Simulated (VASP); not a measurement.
Level of theory: PBEsol GGA, VASP's PBE PAW potentials (set 64) (plane waves; VASP).

VASP ran on this input.

**KPOINTS**
```
Automatic mesh
0
Gamma
5 5 7
0 0 0
```

File POSCAR:
```
PbO2
1.0
  4.9936779014   0.0000000000   0.0000000000
  0.0000000000   4.9936779014   0.0000000000
  0.0000000000   0.0000000000   3.4168354435
Pb O
2 4
Cartesian
  0.0000000000   0.0000000000   0.0000000000
  2.4968389507   2.4968389507   1.7084177218
  1.5351074305   1.5351074305   0.0000000000
  4.0319463812   0.9617315202   1.7084177218
  0.9617315202   4.0319463812   1.7084177218
  3.4585704709   3.4585704709   0.0000000000
```

INCAR:
```
SYSTEM = PbO2
PREC = Accurate
ENCUT = 520
EDIFF = 1E-7
NELM = 100
ALGO = Normal
LREAL = .FALSE.
LASPH = .TRUE.
ISMEAR = -5
GGA = PS
LMAXMIX = 4
LWAVE = .FALSE.
LCHARG = .TRUE.
LORBIT = 11
NEDOS = 601
ISIF = 2
LEFG = .TRUE.
```

POTCAR, in this order: Pb_d O (PBE.64 set). Program: vasp_std.

The run wrote:

OUTCAR:
```
 ion  position               nearest neighbor table
   1  0.000  0.000  0.000-   3 2.17   6 2.17   5 2.18   4 2.18   4 2.18   5 2.18   2 3.92   2 3.92
                             2 3.92   2 3.92   2 3.92   2 3.92   2 3.92   2 3.92
   2  0.500  0.500  0.500-   4 2.17   5 2.17   3 2.18   6 2.18   3 2.18   6 2.18   1 3.92   1 3.92
                             1 3.92   1 3.92   1 3.92   1 3.92   1 3.92   1 3.92
   3  0.307  0.307  0.000-   1 2.17   2 2.18   2 2.18
   4  0.807  0.193  0.500-   2 2.17   1 2.18   1 2.18
   5  0.193  0.807  0.500-   2 2.17   1 2.18   1 2.18
   6  0.693  0.693  0.000-   1 2.17   2 2.18   2 2.18
  LATTYP: Found a simple tetragonal cell.
 ALAT       =     4.9936779014
 C/A-ratio  =     0.6842322454
 Subroutine PRICEL returns:
 Original cell was already a primitive cell.
 Subroutine GETGRP returns: Found 16 space group operations
The static configuration has the point symmetry D_2h.
 The point group associated with its full space group is D_4h.
The dynamic configuration has the point symmetry D_2h.
 Subroutine INISYM returns: Found 16 space group operations
 Subroutine IBZKPT returns following result:
 Found     24 irreducible k-points:

 Following reciprocal coordinates:
            Coordinates               Weight
  0.000000  0.000000  0.000000      1.000000
...
```

File OSZICAR:
```
       N       E                     dE             d eps       ncg     rms          rms(c)
DAV:   1     0.677504355457E+03    0.67750E+03   -0.26524E+04  1488   0.202E+03
DAV:   2     0.522404612539E+02   -0.62526E+03   -0.60557E+03  1642   0.550E+02
DAV:   3    -0.353189515717E+02   -0.87559E+02   -0.85822E+02  1923   0.226E+02
DAV:   4    -0.389117022792E+02   -0.35928E+01   -0.35790E+01  1779   0.494E+01
DAV:   5    -0.390762640425E+02   -0.16456E+00   -0.16450E+00  2043   0.979E+00    0.128E+01
DAV:   6    -0.341361521161E+02    0.49401E+01   -0.21941E+01  2309   0.542E+01    0.443E+00
DAV:   7    -0.341220599148E+02    0.14092E-01   -0.15419E+00  1607   0.966E+00    0.268E+00
DAV:   8    -0.340944120639E+02    0.27648E-01   -0.46813E-01  2356   0.647E+00    0.115E+00
DAV:   9    -0.340668827585E+02    0.27529E-01   -0.11581E-01  2384   0.422E+00    0.121E-01
DAV:  10    -0.340681898488E+02   -0.13071E-02   -0.98027E-03  1670   0.577E-01    0.957E-02
DAV:  11    -0.340681562344E+02    0.33614E-04   -0.25081E-04  2357   0.163E-01    0.393E-02
DAV:  12    -0.340681402742E+02    0.15960E-04   -0.53487E-05  2281   0.513E-02    0.996E-03
DAV:  13    -0.340681391980E+02    0.10762E-05   -0.37743E-06  2268   0.179E-02    0.199E-03
DAV:  14    -0.340681390236E+02    0.17434E-06   -0.10308E-06  1909   0.152E-02    0.141E-03
DAV:  15    -0.340681390465E+02   -0.22904E-07   -0.15200E-07  1151   0.543E-03
   1 F= -.34068139E+02 E0= -.34068139E+02  d E =0.000000E+00
```

OUTCAR:
```
------------------------ aborting loop because EDIFF is reached ----------------------------------------
  FORCE on cell =-STRESS in cart. coord.  units (eV):
  Direction    XX          YY          ZZ          XY          YZ          ZX
  --------------------------------------------------------------------------------------
  Total        0.0609354      0.0609354     -0.0361440      0.0000000      0.0000000      0.0000000
  in kB        1.1458161      1.1458161     -0.6796438      0.0000000      0.0000000      0.0000000
  external PRESSURE =       0.5373295 kB  Pullay stress =       0.0000000 kB
  volume of cell :       85.21
      direct lattice vectors                 reciprocal lattice vectors
     4.993677901  0.000000000  0.000000000     0.200253204  0.000000000  0.000000000
     0.000000000  4.993677901  0.000000000     0.000000000  0.200253204  0.000000000
     0.000000000  0.000000000  3.416835444     0.000000000  0.000000000  0.292668470
 POSITION                                       TOTAL-FORCE (eV/Angst)
 -----------------------------------------------------------------------------------
      0.00000      0.00000      0.00000         0.000000      0.000000      0.000000
      2.49684      2.49684      1.70842         0.000000      0.000000      0.000000
      1.53511      1.53511      0.00000         0.015569      0.015569      0.000000
      4.03195      0.96173      1.70842         0.015569     -0.015569      0.000000
      0.96173      4.03195      1.70842        -0.015569      0.015569      0.000000
      3.45857      3.45857      0.00000        -0.015569     -0.015569      0.000000
 -----------------------------------------------------------------------------------
    total drift:                                0.000000     -0.000000      0.000000
  FREE ENERGIE OF THE ION-ELECTRON SYSTEM (eV)
  ---------------------------------------------------
  free  energy   TOTEN  =       -34.0681390465 eV

  energy  without entropy=      -34.0681390465  energy(sigma->0) =      -34.06813905

 total charge

# of ion       s       p       d       tot
------------------------------------------
    1        1.036   0.784  10.030  11.849
    2        1.036   0.784  10.030  11.849
    3        1.575   3.369   0.000   4.944
    4        1.575   3.369   0.000   4.944
    5        1.575   3.369   0.000   4.944
    6        1.575   3.369   0.000   4.944
--------------------------------------------------
tot          8.371  15.044  20.059  43.475
```
(Selected blocks of OUTCAR.)

The compound is PbO2 in the rutile structure. It was relaxed first.
